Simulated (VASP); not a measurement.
# Hf2Ti2SbN3: formation energy of a point defect

Aim: the formation energy and local structure of a point defect in Hf2Ti2SbN3. The cell takes the structure of HfTiN2 from the Materials Project database, with elements swapped. The cell is invented: it takes the structure of a Materials Project entry for HfTiN2 (space group 123 there), with some of its atoms replaced by other elements, volume scaled by an estimate. It may not be a known or stable phase.

Calculated with VASP 6.6.1; LDA, no spin polarisation; plane waves and PAW (Hf, Sb, Ti, N), in the first sound run; inputs show where later runs differ.

## 1. The host crystal

The structure is tetragonal, space group P4/mmm (No. 123). The conventional cell has a = 3.347 Å, b = 3.347 Å, c = 9.455 Å, α = 90.00°, β = 90.00°, γ = 90.00°. Nearest to Hf lie 2 N at 2.36 Å and 4 Sb at 2.37 Å. Nearest to Hf lie 6 N at 2.36 to 2.37 Å. Nearest to Sb lie 2 Ti at 2.36 Å and 4 Hf at 2.37 Å. Nearest to Ti lie 1 Sb at 2.36 Å and 5 N at 2.36 to 2.37 Å. N has 2 Hf at 2.36 Å and 4 Ti at 2.37 Å nearest. N has 2 Ti at 2.36 Å and 4 Hf at 2.37 Å nearest. It derives from HfTiN2. It takes the structure of a Materials Project entry for HfTiN2 (space group 123 there), with some of its atoms replaced by other elements, volume scaled by an estimate. Farther neighbours and most contacts between anions are not listed.

Coordinates:

```
Hf Sb Ti N
1.0
     3.34664    0.00000    0.00000
     0.00000    3.34664    0.00000
     0.00000    0.00000    9.45463
Hf Sb Ti N
2 1 2 3
Direct
  0.00000 0.00000 0.50000
  0.00000 0.00000 0.00000
  0.50000 0.50000 0.50000
  0.50000 0.50000 0.75000
  0.50000 0.50000 0.25000
  0.00000 0.00000 0.75000
  0.00000 0.00000 0.25000
  0.50000 0.50000 0.00000
```

## 2. The host at zero pressure

First cell and atoms are relaxed at a raised cutoff, so that later runs start from this functional's own cell.

INCAR reads:

```
SYSTEM = Hf2Ti2SbN3
PREC = Accurate
ENCUT = 520
EDIFF = 1E-06
NELM = 120
ISMEAR = 0
SIGMA = 0.05
LREAL = .FALSE.
ALGO = Normal
GGA = CA
NBANDS = 26
LORBIT = 11
LWAVE = .FALSE.
LCHARG = .FALSE.
IBRION = 2
NSW = 40
ISIF = 3
EDIFFG = -0.02
POTIM = 0.4
```

POSCAR reads:

```
Hf2Ti2SbN3
1.0
    3.3466400000      0.0000000000      0.0000000000
    0.0000000000      3.3466400000      0.0000000000
    0.0000000000      0.0000000000      9.4546320000
Hf Sb Ti N
2 1 2 3
Direct
    0.0000000000      0.0000000000      0.5000000000
    0.0000000000      0.0000000000      0.0000000000
    0.5000000000      0.5000000000      0.5000000000
    0.5000000000      0.5000000000      0.7500000000
    0.5000000000      0.5000000000      0.2500000000
    0.0000000000      0.0000000000      0.7500000000
    0.0000000000      0.0000000000      0.2500000000
    0.5000000000      0.5000000000      0.0000000000
```

KPOINTS reads:

```
Automatic mesh
0
Gamma
4 4 2
0 0 0
```

Potentials, in the order of the species: Hf, Sb, Ti and N (LDA family, release 64).

Run with:

```bash
$ export OMP_NUM_THREADS=5
$ mpirun -np 1 vasp_std
```

The log of the run:

```text
[banner, memory and clock lines left out]
running    1 mpi-ranks, on    1 nodes
 distrk:  each k-point on    1 cores,    1 groups
 distr:  one band on    1 cores,    1 groups
 Offloading initialized ...    1 GPUs detected
 POSCAR found type information on POSCAR HfSbTiN
 POSCAR found :  4 types and       8 ions
 LDA part: xc-table for (Slater(with rela. corr.)+CA(PZ))
 , standard interpolation
 POSCAR, INCAR and KPOINTS ok, starting setup
 FFT: planning ... GRIDC
 FFT: planning ... GRID_SOFT
 FFT: planning ... GRID
 WAVECAR not read
 entering main loop
       N       E                     dE             d eps       ncg     rms          rms(c)
DAV:   1     0.274485429655E+03    0.27449E+03   -0.13717E+04   624   0.125E+03
DAV:   2    -0.198129216311E+02   -0.29430E+03   -0.27864E+03   648   0.286E+02
DAV:   3    -0.848407553275E+02   -0.65028E+02   -0.63397E+02   976   0.118E+02
DAV:   4    -0.881594830509E+02   -0.33187E+01   -0.32767E+01   854   0.295E+01
DAV:   5    -0.882666020663E+02   -0.10712E+00   -0.10691E+00   960   0.538E+00    0.377E+01
DAV:   6    -0.784677747626E+02    0.97988E+01   -0.16476E+02   928   0.567E+01    0.224E+01
DAV:   7    -0.761739271627E+02    0.22938E+01   -0.10494E+02  1038   0.681E+01    0.176E+01
DAV:   8    -0.741706682283E+02    0.20033E+01   -0.14286E+01   870   0.173E+01    0.692E+00
DAV:   9    -0.736288827137E+02    0.54179E+00   -0.30388E+00   982   0.935E+00    0.115E+00
DAV:  10    -0.736277558775E+02    0.11268E-02   -0.29612E-01   876   0.286E+00    0.832E-01
DAV:  11    -0.736265432261E+02    0.12127E-02   -0.33500E-02   864   0.846E-01    0.512E-01
DAV:  12    -0.736251690043E+02    0.13742E-02   -0.66610E-03   928   0.420E-01    0.213E-01
DAV:  13    -0.736246021407E+02    0.56686E-03   -0.47487E-03   996   0.397E-01    0.589E-02
DAV:  14    -0.736245716996E+02    0.30441E-04   -0.35914E-04   934   0.930E-02    0.466E-02
DAV:  15    -0.736245594577E+02    0.12242E-04   -0.22205E-04  1020   0.793E-02    0.160E-02
DAV:  16    -0.736245554826E+02    0.39750E-05   -0.23729E-05   960   0.256E-02    0.974E-03
DAV:  17    -0.736245547500E+02    0.73268E-06   -0.10270E-05   958   0.184E-02    0.291E-03
DAV:  18    -0.736245546024E+02    0.14756E-06   -0.75343E-07   404   0.615E-03
   1 F= -.73624555E+02 E0= -.73624052E+02  d E =-.736246E+02
 curvature:   0.00 expect dE= 0.000E+00 dE for cont linesearch  0.000E+00
 trial: gam= 0.00000 g(F)=  0.179E+01 g(S)=  0.709E+00 ort = 0.000E+00 (trialstep = 0.100E+01)
 search vector abs. value=  0.250E+01
 bond charge predicted
       N       E                     dE             d eps       ncg     rms          rms(c)
DAV:   1    -0.761004366470E+02   -0.24759E+01   -0.92599E+01   624   0.509E+01    0.720E+00
DAV:   2    -0.754320774753E+02    0.66836E+00   -0.35433E+00   920   0.114E+01    0.352E+00
DAV:   3    -0.753025199348E+02    0.12956E+00   -0.80132E-01   924   0.426E+00    0.206E+00
DAV:   4    -0.752782690118E+02    0.24251E-01   -0.49820E-01   994   0.372E+00    0.145E+00
DAV:   5    -0.752560652156E+02    0.22204E-01   -0.41349E-01  1030   0.276E+00    0.923E-01
DAV:   6    -0.752440461999E+02    0.12019E-01   -0.46676E-02   914   0.115E+00    0.234E-01
DAV:   7    -0.752434830471E+02    0.56315E-03   -0.39847E-03   902   0.288E-01    0.146E-01
DAV:   8    -0.752433625114E+02    0.12054E-03   -0.54667E-04   788   0.126E-01    0.456E-02
DAV:   9    -0.752433532553E+02    0.92561E-05   -0.10118E-04   978   0.496E-02    0.259E-02
DAV:  10    -0.752433522837E+02    0.97163E-06   -0.28382E-05   968   0.296E-02    0.912E-03
DAV:  11    -0.752433512532E+02    0.10305E-05   -0.94194E-06   902   0.146E-02    0.410E-03
DAV:  12    -0.752433509660E+02    0.28724E-06   -0.25108E-06   596   0.797E-03
   2 F= -.75243351E+02 E0= -.75238426E+02  d E =-.161880E+01
[... from here on, the cycles between the ionic steps are left out ...]
   3 F= -.75602162E+02 E0= -.75598502E+02  d E =-.197761E+01
   4 F= -.74549234E+02 E0= -.74542003E+02  d E =0.105293E+01
   5 F= -.75900532E+02 E0= -.75894299E+02  d E =-.298371E+00
   6 F= -.75901131E+02 E0= -.75894832E+02  d E =-.298969E+00
   7 F= -.75966820E+02 E0= -.75963481E+02  d E =-.656893E-01
   8 F= -.75967463E+02 E0= -.75964717E+02  d E =-.663325E-01
   9 F= -.75967590E+02 E0= -.75964716E+02  d E =-.664591E-01
  10 F= -.75978396E+02 E0= -.75975941E+02  d E =-.108063E-01
  11 F= -.75979380E+02 E0= -.75976942E+02  d E =-.117900E-01
  12 F= -.75980854E+02 E0= -.75978398E+02  d E =-.147468E-02
  13 F= -.75981297E+02 E0= -.75978849E+02  d E =-.191697E-02
  14 F= -.75981465E+02 E0= -.75978959E+02  d E =-.167917E-03
 trial-energy change:   -0.000168  1 .order   -0.000161   -0.000863    0.000540
 step:   0.6290(harm=  0.6221)  dis= 0.00255  next Energy=   -75.981566 (dE=-0.270E-03)
 bond charge predicted
       N       E                     dE             d eps       ncg     rms          rms(c)
DAV:   1    -0.759815927707E+02   -0.12821E-03   -0.66726E-03   626   0.420E-01    0.631E-02
DAV:   2    -0.759815937212E+02   -0.95054E-06   -0.37755E-04   926   0.127E-01    0.588E-02
DAV:   3    -0.759815723682E+02    0.21353E-04   -0.13803E-04   998   0.693E-02    0.325E-02
DAV:   4    -0.759815660824E+02    0.62858E-05   -0.26551E-05   944   0.303E-02    0.860E-03
DAV:   5    -0.759815649860E+02    0.10963E-05   -0.49983E-06   834   0.136E-02    0.394E-03
DAV:   6    -0.759815649893E+02   -0.32354E-08   -0.78122E-07   324   0.531E-03
  15 F= -.75981565E+02 E0= -.75979080E+02  d E =-.268335E-03
 curvature:  -0.38 expect dE=-0.126E-04 dE for cont linesearch -0.242E-07
 trial: gam= 0.06126 g(F)=  0.227E-05 g(S)=  0.312E-04 ort =-0.814E-05 (trialstep = 0.935E+00)
 search vector abs. value=  0.363E-04
 reached required accuracy - stopping structural energy minimisation
```

Elapsed: 5.8 min, on 1 × NVIDIA H100 80GB HBM3, 81559 MiB with 1 MPI rank of AMD EPYC 7R13 (Zen 3), card shared with another run, shared host; peak memory 1.7 GiB.

Lines that name or quote the potential files are left out of all logs, and their timing lines are given in words.

From OUTCAR (step 2):

```text
ion  position               nearest neighbor table
   1  0.000  0.000  0.500-   6 2.36   7 2.36   3 2.37   3 2.37   3 2.37   3 2.37   4 3.34   5 3.34
                             5 3.34   4 3.34   5 3.34   4 3.34   4 3.34   5 3.34
   2  0.000  0.000  0.000-   6 2.36   7 2.36   8 2.37   8 2.37   8 2.37   8 2.37   5 3.34   5 3.34
                             4 3.34   5 3.34   4 3.34   4 3.34   5 3.34   4 3.34
   3  0.500  0.500  0.500-   4 2.36   5 2.36   1 2.37   1 2.37   1 2.37   1 2.37
   4  0.500  0.500  0.750-   3 2.36   8 2.36   6 2.37   6 2.37   6 2.37   6 2.37   2 3.34   2 3.34
                             1 3.34   2 3.34   1 3.34   1 3.34   2 3.34   1 3.34
   5  0.500  0.500  0.250-   3 2.36   8 2.36   7 2.37   7 2.37   7 2.37   7 2.37   2 3.34   2 3.34
                             1 3.34   2 3.34   1 3.34   1 3.34   2 3.34   1 3.34
   6  0.000  0.000  0.750-   1 2.36   2 2.36   4 2.37   4 2.37   4 2.37   4 2.37
   7  0.000  0.000  0.250-   1 2.36   2 2.36   5 2.37   5 2.37   5 2.37   5 2.37
   8  0.500  0.500  0.000-   4 2.36   5 2.36   2 2.37   2 2.37   2 2.37   2 2.37

  LATTYP: Found a simple tetragonal cell.
 ALAT       =     3.3466400000
 C/A-ratio  =     2.8251117539

 Subroutine GETGRP returns: Found 16 space group operations
 (whereof 16 operations were pure point group operations)

The static configuration has the point symmetry D_4h.

 Found     12 irreducible k-points:

   k-points           NKPTS =     12   k-points in BZ     NKDIM =     12   number of bands    NBANDS=     26

   dimension x,y,z NGX =    28 NGY =   28 NGZ =   70
   dimension x,y,z NGXF=    56 NGYF=   56 NGZF=  140

   ENCUT  =  520.0 eV  38.22 Ry    6.18 a.u.   6.22  6.22 17.58*2*pi/ulx,y,z

   NELECT =      36.0000    total number of electrons

 k-points in reciprocal lattice and weights: Automatic mesh
   0.00000000  0.00000000  0.00000000       0.031
   0.25000000  0.00000000  0.00000000       0.125
   0.50000000  0.00000000  0.00000000       0.063
   0.25000000  0.25000000  0.00000000       0.125
   0.50000000  0.25000000  0.00000000       0.125
   0.50000000  0.50000000  0.00000000       0.031
   0.00000000  0.00000000  0.50000000       0.031
   0.25000000  0.00000000  0.50000000       0.125
   0.50000000  0.00000000  0.50000000       0.063
   0.25000000  0.25000000  0.50000000       0.125
   0.50000000  0.25000000  0.50000000       0.125
   0.50000000  0.50000000  0.50000000       0.031

 average (electrostatic) potential at core
       1 -34.0435       2 -35.0757       3 -86.3980       4 -23.8774       5 -23.8774
       6 -61.5576       7 -61.5576       8 -62.4250

 E-fermi :   7.3188

 k-point     1 :       0.0000    0.0000    0.0000
  band No.  band energies     occupation
    ...
     16       6.0010      2.00000
     17       6.1069      2.00000
     18       6.6901      2.00000
     19       6.6901      2.00000
     20       6.8617      2.00000
     21       7.4261      0.00240
     22       7.5421      0.00000
     23       7.5421      0.00000
     24       7.5808      0.00000
     25       7.8402      0.00000
    ...

 k-point     2 :       0.2500    0.0000    0.0000
  band No.  band energies     occupation
    ...
     16       4.9230      2.00000
     17       6.4087      2.00000
     18       7.0128      2.00000
     19       7.1687      1.99998
     20       7.3268      0.82083
     21       7.4340      0.00112
     22       8.2253      0.00000
     23       8.5075      0.00000
     24       8.8367      0.00000
     25       8.8409      0.00000
    ...

 k-point     3 :       0.5000    0.0000    0.0000
  band No.  band energies     occupation
    ...
     12       3.0999      2.00000
     13       3.1640      2.00000
     14       3.2884      2.00000
     15       3.6281      2.00000
     16       3.9487      2.00000
     17       7.5440      0.00000
     18       7.7765      0.00000
     19       8.1837      0.00000
     20       8.2457      0.00000
     21       8.5577      0.00000
    ...

  Total       -0.0359519     -0.0359519      0.0622273      0.0000000      0.0000000      0.0000000
  in kB       -0.5246538     -0.5246538      0.9080975      0.0000000      0.0000000      0.0000000
  external PRESSURE =      -0.0470700 kB  Pullay stress =       0.0000000 kB

  energy-cutoff  :      520.00
  volume of cell :      109.79
      direct lattice vectors                 reciprocal lattice vectors
     3.483938455 -0.000000000  0.000000000     0.287031477  0.000000000  0.000000000
    -0.000000000  3.483938455  0.000000000    -0.000000000  0.287031477  0.000000000
    -0.000000000 -0.000000000  9.045203154    -0.000000000 -0.000000000  0.110555836

 POSITION                                       TOTAL-FORCE (eV/Angst)
 -----------------------------------------------------------------------------------
     -0.00000     -0.00000      4.52260         0.000000     -0.000000      0.000000
      0.00000     -0.00000      0.00000         0.000000     -0.000000      0.000000
      1.74197      1.74197      4.52260         0.000000     -0.000000      0.000000
      1.74197      1.74197      7.10867        -0.000000     -0.000000      0.005358
      1.74197      1.74197      1.93653         0.000000      0.000000     -0.005358
      3.48394     -0.00000      6.87862        -0.000000      0.000000     -0.000801
     -0.00000     -0.00000      2.16659         0.000000     -0.000000      0.000801
      1.74197      1.74197      0.00000         0.000000     -0.000000      0.000000
 -----------------------------------------------------------------------------------
    total drift:                                0.000000      0.000000      0.000000

  FREE ENERGIE OF THE ION-ELECTRON SYSTEM (eV)
  ---------------------------------------------------
  free  energy   TOTEN  =       -75.9815649893 eV

  energy  without entropy=      -75.9765948267  energy(sigma->0) =      -75.97907991

 reached required accuracy - stopping structural energy minimisation

 total charge
# of ion       s       p       d       tot
------------------------------------------
    1        0.525   0.750   2.818   4.094
    2        0.439   0.618   2.185   3.242
    3        1.174   1.780   0.101   3.055
    4        0.389   0.612   2.586   3.587
    5        0.389   0.612   2.586   3.587
    6        1.236   2.302   0.000   3.537
    7        1.236   2.302   0.000   3.537
    8        1.242   2.409   0.000   3.650
--------------------------------------------------
tot          6.628  11.384  10.277  28.289

[... 3 further parts left out ...]
```

This run has no spin polarisation, so a moment on Ti, if there is one, isn't seen. The k-mesh is coarse for a metal. The data sets Hf and Ti keep the semicore shell frozen, which is cheaper and a little less accurate. The run keeps the 16 symmetry operations of its start, so it cannot find a distortion of lower symmetry.

Step by step:

| step | energy less that of the first step (eV) | largest force (eV/Å) | pressure (GPa) | volume (Å³) |
| --- | --- | --- | --- | --- |
| 1 | 0.0000 | 4.7786 | 6.74 | 105.89 |
| 2 | -1.6188 | 2.7293 | -8.00 | 112.75 |
| 3 | -1.9776 | 1.2099 | -11.86 | 117.05 |
| 4 | -0.9247 | 6.1976 | 22.01 | 104.97 |
| 5 | -2.2760 | 0.3413 | -3.20 | 112.60 |
| 6 | -2.2766 | 0.3256 | -2.88 | 112.47 |
| 7 | -2.3423 | 0.4467 | -0.19 | 109.75 |
| 8 | -2.3429 | 0.4469 | 0.28 | 109.35 |
| 9 | -2.3430 | 0.4495 | 0.14 | 109.46 |
| 10 | -2.3538 | 0.1522 | 0.56 | 109.31 |
| 11 | -2.3548 | 0.1338 | 0.75 | 109.26 |
| 12 | -2.3563 | 0.0611 | -0.61 | 110.10 |
| 13 | -2.3567 | 0.0836 | -0.17 | 109.82 |
| 14 | -2.3569 | 0.0438 | 0.08 | 109.77 |
| 15 | -2.3570 | 0.0054 | 0.00 | 109.79 |

| conventional cell, symmetrised | before | after | change |
| --- | --- | --- | --- |
| a (Å) | 3.347 | 3.484 | +4.1 % |
| b (Å) | 3.347 | 3.484 | +4.1 % |
| c (Å) | 9.455 | 9.045 | -4.3 % |
| volume (Å³/atom) | 13.24 | 13.72 | +3.7 % |

The atoms that moved most (Å, as changes of fractional coordinates times the final cell):

| atom | dx | dy | dz | length |
| --- | --- | --- | --- | --- |
| Ti4 | 0.000 | 0.000 | 0.325 | 0.325 |
| Ti5 | 0.000 | 0.000 | -0.325 | 0.325 |
| N6 | 0.000 | 0.000 | 0.095 | 0.095 |
| N7 | 0.000 | 0.000 | -0.095 | 0.095 |

Final coordinates:

```xyz
8
Lattice="3.4839 0.0000 0.0000 0.0000 3.4839 0.0000 0.0000 0.0000 9.0452" Properties=species:S:1:pos:R:3 pbc="T T T"
Hf    0.0000    0.0000    4.5226
Hf    0.0000    0.0000    0.0000
Sb    1.7420    1.7420    4.5226
Ti    1.7420    1.7420    7.1087
Ti    1.7420    1.7420    1.9365
N     0.0000    0.0000    6.8786
N     0.0000    0.0000    2.1666
N     1.7420    1.7420    0.0000
```

This step gave:

* electronic cycles: 135
* electrons: 36
* free energy (TOTEN): -75.9816 eV
* energy at zero smearing: -75.9791 eV
* Fermi energy: 7.319 eV
* labelled metallic, from the levels on this mesh: yes

The run ended after 15 ionic steps, 2.357 eV below its first step, once forces and stress met EDIFFG = -0.02.

[end of part 1 of 4]

[Lines on the potential files, build, host, timing and source positions are cut from VASP's logs without a mark.]

[Logs are printed without paths, hosts, clocks, repeated set-up lines and the standing remarks that a program may print on its own settings, such as how far it seeks lower states.]

[Hosts, paths, dates, database ids (printed as entryN), source tags and the programs' standing remarks are cut or masked in the printed files.]

[In band tables of VASP the shares of atoms and orbitals are scaled to a sum of 1 inside the atoms' spheres.]

[Runs that stopped without an error message from VASP are left out.]
